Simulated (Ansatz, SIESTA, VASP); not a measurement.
**Ni2Ge (P1, 6 atoms in the cell) computed with different codes at matched settings**

Self-consistent single point, at a second geometry (atoms moved at random). First geometry:

```
Ni2Ge
1.0
    3.97981     0.00000     0.00000
   -1.98991     3.44662     0.00000
    0.00000     0.00000     5.02388
Ni Ge
4 2
Direct
  0.66667   0.33333   0.25000
  0.33333   0.66667   0.75000
  0.00000   0.00000   0.00000
  0.00000   0.00000   0.50000
  0.66667   0.33333   0.75000
  0.33333   0.66667   0.25000
```

Second geometry:
```
CELL_PARAMETERS angstrom
      3.97981     0.00000     0.00000
     -1.98991     3.44662     0.00000
      0.00000     0.00000     5.02388
ATOMIC_POSITIONS crystal
  Ni 0.66079 0.32766 0.25386
  Ni 0.33064 0.66225 0.74989
  Ni 0.99705 0.00428 0.99741
  Ni 0.99856 0.99369 0.50039
  Ge 0.68315 0.34308 0.74401
  Ge 0.32981 0.66904 0.25444
```

Shared settings, as Ansatz (a program for electronic structure) writes them: kpoints.mp_grid.grid = 9 9 6; scf.occupations.method = gaussian; scf.occupations.width = 0.272 eV. Potentials and cutoffs stand in the table.

```csv
code,model,ΔF from the first geometry (meV/atom),pressure (GPa),largest force (eV/Å),cutoff
SIESTA,"GGA PBEsol, numerical atomic orbitals DZP, PseudoDojo PBEsol standard norm-conserving potentials (rewritten from UPF to PSML)",8.6,2.20,1.011,grid 400 Ry
Ansatz,"PBEsol, default PAW files made with PBE",7.2,-0.70,0.861,default
VASP,"PBEsol, VASP's PBE PAW potentials (set 64)",7.2,-1.40,0.872,300 eV
```

Size of the force on each atom (eV/Å): Sizes of forces hide their directions.

```tsv
code	Ni1	Ni2	Ni3	Ni4	Ge5	Ge6
SIESTA	0.429	0.806	0.186	0.125	1.011	0.428
Ansatz	0.364	0.704	0.185	0.116	0.861	0.363
VASP	0.366	0.711	0.183	0.116	0.872	0.366
```

On Ansatz's run: spin polarisation is off.

The spread over the programs that give each value: ΔF from the first geometry within 1.4 meV/atom; pressure within 3.60 GPa; largest force within 0.150 eV/Å.

SIESTA uses small atom-centred bases, whose incompleteness enters pressures, forces and empty levels differently from a plane-wave cutoff. Ansatz's pressure is given at a fixed set of plane waves, as the other plane-wave codes print theirs; with its correction for the finite basis it is -0.64 GPa. In the pressure, SIESTA (by 3.25) lies more than 1 GPa from the median of the plane-wave programs. In the force vectors, SIESTA (by 0.148) lies more than 0.08 eV/Å from the median of the plane-wave programs.

VASP's run is marked for a possible Pulay error in its stress at this cutoff; no cutoff test was made.

The starting cell comes from a database of computed structures (which also holds hypothetical and non-ambient phases and stackings), without a prior relaxation at this level. For this run, on top of that: atoms moved at random.

Keys are those of Ansatz 0.2.
